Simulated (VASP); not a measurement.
Calculation: vdW-DF2, VASP's PBE PAW potentials (set 64) (plane waves; VASP 6.6.1).

VASP ran on this input.

File POSCAR:
```
BaHfO3
4.3465050
  0.9999999380   0.0000000000   0.0000000000
  0.0000000000   0.9999999380   0.0000000000
  0.0000000000   0.0000000000   0.9999999380
Ba Hf O
1 1 3
direct
  0.0000000000   0.0000000000   0.0000000000
  0.5000000000   0.5000000000   0.5000000000
  0.5000000000   0.0000000000   0.5000000000
  0.0000000000   0.5000000000   0.5000000000
  0.5000000000   0.5000000000   0.0000000000
```

**INCAR**
```
SYSTEM = BaHfO3
PREC = Accurate
ENCUT = 520
EDIFF = 1E-7
NELM = 100
ALGO = Normal
LREAL = .FALSE.
LASPH = .TRUE.
ISMEAR = 0
SIGMA = 0.05
GGA = ML
ZAB_VDW = -1.8867
LUSE_VDW = .TRUE.
AGGAC = 0.0
LMAXMIX = 6
LWAVE = .FALSE.
LCHARG = .FALSE.
ISIF = 2
```

### KPOINTS
```
Automatic mesh
0
Gamma
 5 5 5
```

POTCAR, in this order: Ba_sv Hf_pv O (PBE.64 set). Program: vasp_std.

Output of the run:

### OSZICAR
```
       N       E                     dE             d eps       ncg     rms          rms(c)
DAV:   1     0.251251026067E+03    0.25125E+03   -0.20943E+04   460   0.158E+03
DAV:   2    -0.311287166228E+02   -0.28238E+03   -0.27700E+03   636   0.345E+02
DAV:   3    -0.435981223129E+02   -0.12469E+02   -0.12451E+02   566   0.752E+01
DAV:   4    -0.438496716076E+02   -0.25155E+00   -0.25148E+00   714   0.966E+00
DAV:   5    -0.438532741221E+02   -0.36025E-02   -0.36024E-02   576   0.794E-01    0.433E+01
DAV:   6    -0.342556238663E+02    0.95977E+01   -0.64862E+01   558   0.440E+01    0.446E+01
DAV:   7    -0.340684646976E+02    0.18716E+00   -0.38746E+00   611   0.123E+01    0.319E+01
DAV:   8    -0.340136838707E+02    0.54781E-01   -0.11426E+00   593   0.850E+00    0.714E+00
DAV:   9    -0.339750642278E+02    0.38620E-01   -0.20229E-01   572   0.283E+00    0.101E+00
DAV:  10    -0.339751194360E+02   -0.55208E-04   -0.12128E-02   619   0.764E-01    0.710E-01
DAV:  11    -0.339749275300E+02    0.19191E-03   -0.89601E-04   586   0.203E-01    0.194E-01
DAV:  12    -0.339749808466E+02   -0.53317E-04   -0.11395E-04   587   0.951E-02    0.141E-01
DAV:  13    -0.339749820477E+02   -0.12012E-05   -0.23017E-05   626   0.314E-02    0.202E-02
DAV:  14    -0.339749821424E+02   -0.94717E-07   -0.15252E-06   580   0.793E-03    0.579E-03
DAV:  15    -0.339749821486E+02   -0.62023E-08   -0.40148E-07   545   0.591E-03
   1 F= -.33974982E+02 E0= -.33974982E+02  d E =-.366055E-14
```

### OUTCAR
```
------------------------ aborting loop because EDIFF is reached ----------------------------------------
  FORCE on cell =-STRESS in cart. coord.  units (eV):
  Direction    XX          YY          ZZ          XY          YZ          ZX
  --------------------------------------------------------------------------------------
  Total       -3.8598423     -3.8598423     -3.8598423     -0.0000000     -0.0000000      0.0000000
  in kB      -75.3112193    -75.3112193    -75.3112193     -0.0000000     -0.0000000      0.0000000
  external PRESSURE =     -75.3112193 kB  Pullay stress =       0.0000000 kB
  volume of cell :       82.11
      direct lattice vectors                 reciprocal lattice vectors
     4.346504731  0.000000000  0.000000000     0.230069921  0.000000000  0.000000000
     0.000000000  4.346504731  0.000000000     0.000000000  0.230069921  0.000000000
     0.000000000  0.000000000  4.346504731     0.000000000  0.000000000  0.230069921
 POSITION                                       TOTAL-FORCE (eV/Angst)
 -----------------------------------------------------------------------------------
      0.00000      0.00000      0.00000         0.000000      0.000000      0.000000
      2.17325      2.17325      2.17325         0.000000      0.000000      0.000000
      2.17325      0.00000      2.17325         0.000000      0.000000      0.000000
      0.00000      2.17325      2.17325         0.000000      0.000000      0.000000
      2.17325      2.17325      0.00000         0.000000      0.000000      0.000000
 -----------------------------------------------------------------------------------
    total drift:                                0.000000     -0.000000     -0.000000
  FREE ENERGIE OF THE ION-ELECTRON SYSTEM (eV)
  ---------------------------------------------------
  free  energy   TOTEN  =       -33.9749821486 eV

  energy  without entropy=      -33.9749821486  energy(sigma->0) =      -33.97498215
```
(Selected blocks of OUTCAR.)

The compound is BaHfO3 in the cubic perovskite structure. This cell is one point of a volume scan, at 1.06 of the reference volume.
